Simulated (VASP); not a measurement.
Method: PBE GGA, VASP's PBE PAW potentials (set 64) (plane waves; VASP).

VASP input:

File KPOINTS:
```
Automatic mesh
0
Monkhorst-Pack
5 5 5
0 0 0
```

POSCAR:
```
CuZn
1.0
  3.0090000000   0.0000000000   0.0000000000
  0.0000000000   3.0090000000   0.0000000000
  0.0000000000   0.0000000000   3.0090000000
Zn Cu
1 1
Direct
  0.5000000000   0.5000000000   0.5000000000
  0.0000000000   0.0000000000   0.0000000000
```

**INCAR**
```
! general
SYSTEM =CuZn
PREC   =Accurate
ENCUT  =400   ! plane-wave cut-off (eV)
LREAL  =.FALSE.   ! projection in real space or not
LASPH  =.TRUE.   ! aspherical one-centre terms

! electronic loop
EDIFF  =1E-6   ! SCF stop (eV)
NELM   =100
ALGO   =Normal   ! blocked Davidson
LMAXMIX=4   ! l cut-off of mixed one-centre charges

! smearing
ISMEAR =1   ! Methfessel-Paxton
SIGMA  =0.1   ! width (eV)

! functional
GGA    =PE   ! PBE

! ions
ISIF   =2   ! forces and stress, cell fixed

! output
LWAVE  =.FALSE.
LCHARG =.FALSE.
```

POTCAR, in this order: Zn Cu (PBE.64 set). Program: vasp_std.

Gaps are read on the run's mesh, which can miss a band edge.

### Question
What does the run give for the energy per atom (σ→0), pressure, band gap (on the k-mesh)?

### Answer

| Property | Result |
|---|---|
| energy per atom (σ→0) | -2.507 eV/atom |
| band gap (on the k-mesh) | none (metal, semimetal or under 0.01 eV) |
| pressure | -4.20 GPa |

File OSZICAR:
```
...
DAV:   7    -0.501885829393E+01    0.93151E+00   -0.37049E+00   315   0.936E+01    0.202E+00
DAV:   8    -0.502327080901E+01   -0.44125E-02   -0.20831E-01   404   0.684E+00    0.118E+00
DAV:   9    -0.501426981547E+01    0.90010E-02   -0.24016E-02   392   0.377E+00    0.438E-02
DAV:  10    -0.501429122121E+01   -0.21406E-04   -0.49422E-04   418   0.357E-01    0.277E-02
DAV:  11    -0.501429267820E+01   -0.14570E-05   -0.92591E-06   430   0.605E-02    0.114E-02
DAV:  12    -0.501429150614E+01    0.11721E-05   -0.16884E-06   220   0.317E-02    0.180E-03
DAV:  13    -0.501429157978E+01   -0.73647E-07   -0.43828E-07   234   0.806E-03
   1 F= -.50142916E+01 E0= -.50137193E+01  d E =-.171676E-02
```

The compound is CuZn in the CsCl type structure. The cell was not relaxed at this level. The k-mesh is coarse (spacing up to 0.42 per Å, 2π included), so the numbers may not be converged in it. The run is one of a series of settings (KPOINTS 5×5×5 Monkhorst-Pack mesh against the base run), some of them coarse on purpose. The electron count is odd and the run is not spin-polarised, which forces a metal.
